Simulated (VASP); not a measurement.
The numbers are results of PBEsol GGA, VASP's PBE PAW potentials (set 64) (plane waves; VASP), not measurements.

VASP ran on this input.

**INCAR**
```
SYSTEM = HfC
PREC = Accurate; ENCUT = 520; LREAL = F
LASPH = T
EDIFF = 1E-7; NELM = 100; ALGO = Normal
LMAXMIX = 6
ISMEAR = -5
GGA = PS
ISIF = 2
LWAVE = F; LCHARG = T; LORBIT = 11
NEDOS = 601
```

File KPOINTS:
```
kpoints
0
gamma
  15 15 15
```

**POSCAR**
```
HfC
1
    0.0000000000     2.3025840011     2.3025840011
    2.3025840011     0.0000000000     2.3025840011
    2.3025840011     2.3025840011     0.0000000000
Hf C
1 1
Direct
  0.0000000000   0.0000000000   0.0000000000
  0.5000000000   0.5000000000   0.5000000000
```

POTCAR, in this order: Hf_pv C (PBE.64 set). Program: vasp_std.

The resulting files:

File OSZICAR:
```
       N       E                     dE             d eps       ncg     rms          rms(c)
DAV:   1     0.244735067062E+02    0.24474E+02   -0.78484E+03  2640   0.122E+03
DAV:   2    -0.233012316589E+02   -0.47775E+02   -0.45672E+02  3391   0.219E+02
DAV:   3    -0.250596108221E+02   -0.17584E+01   -0.17406E+01  3477   0.324E+01
DAV:   4    -0.250741338075E+02   -0.14523E-01   -0.14596E-01  3135   0.307E+00
DAV:   5    -0.250743136712E+02   -0.17986E-03   -0.18200E-03  3458   0.288E-01    0.613E+01
DAV:   6    -0.222846860761E+02    0.27896E+01   -0.17895E+01  2918   0.219E+01    0.428E+01
DAV:   7    -0.222116917519E+02    0.72994E-01   -0.58636E-01  3043   0.591E+00    0.239E+01
DAV:   8    -0.222002424404E+02    0.11449E-01   -0.45576E-02  2898   0.208E+00    0.465E+00
DAV:   9    -0.221959652140E+02    0.42772E-02   -0.20936E-02  2980   0.892E-01    0.188E+00
DAV:  10    -0.221956986080E+02    0.26661E-03   -0.10231E-03  3145   0.266E-01    0.250E-01
DAV:  11    -0.221956926175E+02    0.59905E-05   -0.98159E-05  3109   0.787E-02    0.412E-02
DAV:  12    -0.221956910691E+02    0.15484E-05   -0.39958E-06  3082   0.181E-02    0.441E-02
DAV:  13    -0.221956907552E+02    0.31394E-06   -0.23047E-07  2687   0.494E-03    0.111E-03
DAV:  14    -0.221956907518E+02    0.34181E-08   -0.44084E-09  1497   0.591E-04
   1 F= -.22195691E+02 E0= -.22195691E+02  d E =0.000000E+00
```

### OUTCAR
```
------------------------ aborting loop because EDIFF is reached ----------------------------------------
  FORCE on cell =-STRESS in cart. coord.  units (eV):
  Direction    XX          YY          ZZ          XY          YZ          ZX
  --------------------------------------------------------------------------------------
  Total       -0.0028153     -0.0028153     -0.0028153      0.0000000      0.0000000     -0.0000000
  in kB       -0.1847366     -0.1847366     -0.1847366      0.0000000      0.0000000     -0.0000000
  external PRESSURE =      -0.1847366 kB  Pullay stress =       0.0000000 kB
  volume of cell :       24.42
      direct lattice vectors                 reciprocal lattice vectors
     0.000000000  2.302584001  2.302584001    -0.217147344  0.217147344  0.217147344
     2.302584001  0.000000000  2.302584001     0.217147344 -0.217147344  0.217147344
     2.302584001  2.302584001  0.000000000     0.217147344  0.217147344 -0.217147344
 POSITION                                       TOTAL-FORCE (eV/Angst)
 -----------------------------------------------------------------------------------
      0.00000      0.00000      0.00000         0.000000     -0.000000     -0.000000
      2.30258      2.30258      2.30258        -0.000000      0.000000      0.000000
 -----------------------------------------------------------------------------------
    total drift:                                0.000000     -0.000000     -0.000000
  FREE ENERGIE OF THE ION-ELECTRON SYSTEM (eV)
  ---------------------------------------------------
  free  energy   TOTEN  =       -22.1956907518 eV

  energy  without entropy=      -22.1956907518  energy(sigma->0) =      -22.19569075

 total charge

# of ion       s       p       d       tot
------------------------------------------
    1        0.319   6.660   1.728   8.707
    2        0.871   1.516   0.000   2.387
--------------------------------------------------
tot          1.191   8.176   1.728  11.095
```
(Selected blocks of OUTCAR.)

For a metal the tetrahedron method with Blöchl corrections gives inexact stress and forces.

The structure was generated: HfC was put into the rock salt type (Fm-3m), which need not be its known phase. It was relaxed first, which changed the volume by -39 %.
